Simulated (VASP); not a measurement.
Method: PBE GGA, VASP's PBE PAW potentials (set 64) (plane waves; VASP).

The input files of a VASP run:

**POSCAR**
```
Os
2.7230030
  1.0000000000   0.0000000000   0.0000000000
 -0.5000001836   0.8660254873   0.0000000000
  0.0000000000   0.0000000000   3.2175065543
Os
4
Direct
 -0.0128760000  -0.0135480000  -0.0002550000
  0.0344390000   0.0169210000   0.4971350000
  0.3516310000   0.6785570000   0.2526080000
  0.6268060000   0.3180700000   0.7505120000
```

**KPOINTS**
```
Automatic mesh
0
Gamma
15 15 5
0 0 0
```

INCAR:
```
! general
SYSTEM =Os
PREC   =Accurate
ENCUT  =420   ! plane-wave cut-off (eV)
LREAL  =F   ! projection in real space or not
LASPH  =T   ! aspherical one-centre terms

! electronic loop
EDIFF  =1E-09
NELM   =100
ALGO   =Normal   ! blocked Davidson
LMAXMIX=6   ! l cut-off of mixed one-centre charges

! smearing
ISMEAR =0   ! Gaussian
SIGMA  =0.1   ! width (eV)

! functional
GGA    =PE   ! PBE

! ions
ISIF   =2

! output
LWAVE  =F
LCHARG =F
```

POTCAR, in this order: Os (PBE.64 set). Program: vasp_std.

Output of the run:

OSZICAR:
```
       N       E                     dE             d eps       ncg     rms          rms(c)
DAV:   1     0.200507790987E+03    0.20051E+03   -0.13394E+04 23744   0.129E+03
DAV:   2    -0.265486585992E+02   -0.22706E+03   -0.21401E+03 23580   0.474E+02
DAV:   3    -0.463288029097E+02   -0.19780E+02   -0.18750E+02 34044   0.936E+01
DAV:   4    -0.472226378528E+02   -0.89383E+00   -0.84630E+00 31084   0.206E+01
DAV:   5    -0.472655644371E+02   -0.42927E-01   -0.41265E-01 30048   0.296E+00    0.330E+01
DAV:   6    -0.451408638779E+02    0.21247E+01   -0.26849E+00 27548   0.118E+01    0.155E+01
DAV:   7    -0.445203645846E+02    0.62050E+00   -0.22353E+00 31760   0.106E+01    0.969E-01
DAV:   8    -0.445027645184E+02    0.17600E-01   -0.13422E-01 35884   0.359E+00    0.442E-01
DAV:   9    -0.444944274531E+02    0.83371E-02   -0.18160E-02 32716   0.126E+00    0.327E-01
DAV:  10    -0.444921639712E+02    0.22635E-02   -0.66732E-03 33936   0.812E-01    0.206E-01
DAV:  11    -0.444919854656E+02    0.17851E-03   -0.11962E-03 30544   0.371E-01    0.456E-02
DAV:  12    -0.444919711952E+02    0.14270E-04   -0.13124E-04 36928   0.946E-02    0.264E-02
DAV:  13    -0.444919556085E+02    0.15587E-04   -0.64825E-05 37860   0.736E-02    0.175E-02
DAV:  14    -0.444919393296E+02    0.16279E-04   -0.21733E-05 37000   0.445E-02    0.134E-02
DAV:  15    -0.444919330481E+02    0.62815E-05   -0.26604E-06 30664   0.143E-02    0.389E-03
DAV:  16    -0.444919324271E+02    0.62105E-06   -0.21970E-07 29788   0.365E-03    0.148E-03
DAV:  17    -0.444919321799E+02    0.24720E-06   -0.22519E-08 30312   0.112E-03    0.487E-04
DAV:  18    -0.444919323268E+02   -0.14696E-06   -0.34828E-09 19316   0.563E-04    0.300E-04
DAV:  19    -0.444919323178E+02    0.90345E-08   -0.40769E-10 14236   0.224E-04    0.627E-05
DAV:  20    -0.444919323226E+02   -0.47680E-08   -0.13774E-10 13352   0.963E-05    0.409E-05
DAV:  21    -0.444919323223E+02    0.24897E-09   -0.41115E-11 12868   0.623E-05
   1 F= -.44491932E+02 E0= -.44484052E+02  d E =-.157603E-01
```

OUTCAR:
```
------------------------ aborting loop because EDIFF is reached ----------------------------------------
  FORCE on cell =-STRESS in cart. coord.  units (eV):
  Direction    XX          YY          ZZ          XY          YZ          ZX
  --------------------------------------------------------------------------------------
  Total        2.8859192      2.4661159      3.4477327      0.4190694      0.0054578     -0.0994926
  in kB       82.1864617     70.2311195     98.1860301     11.9344402      0.1554282     -2.8333939
  external PRESSURE =      83.5345371 kB  Pullay stress =       0.0000000 kB
  volume of cell :       56.26
      direct lattice vectors                 reciprocal lattice vectors
     2.723003000  0.000000000  0.000000000     0.367241608  0.212027099  0.000000000
    -1.361502000  2.358190000  0.000000000     0.000000000  0.424054041  0.000000000
     0.000000000  0.000000000  8.761280000     0.000000000  0.000000000  0.114138573
 POSITION                                       TOTAL-FORCE (eV/Angst)
 -----------------------------------------------------------------------------------
      1.34489      2.32624      8.75905        -0.021177      0.189073      0.173002
      0.07074      0.03990      4.35554        -0.587746     -0.262561      0.423305
      0.03364      1.60017      2.21317        -0.243938     -0.252552     -0.594192
      1.27374      0.75007      6.57545         0.852861      0.326040     -0.002116
 -----------------------------------------------------------------------------------
    total drift:                               -0.000047      0.000044     -0.000017
  FREE ENERGIE OF THE ION-ELECTRON SYSTEM (eV)
  ---------------------------------------------------
  free  energy   TOTEN  =       -44.4919323223 eV

  energy  without entropy=      -44.4761719846  energy(sigma->0) =      -44.48405215
```
(Selected blocks of OUTCAR.)

The structure was generated: Os was put into an ordered model structure, which need not be its known phase. The cell was not relaxed at this level, atoms are displaced from their ideal sites. The run is one of a series of settings (EDIFF = 1E-09, ENCUT = 420, KPOINTS 15×15×5 Γ-centred mesh against the base run), some of them coarse on purpose. VASP warned that the highest band is occupied, so more bands are needed.
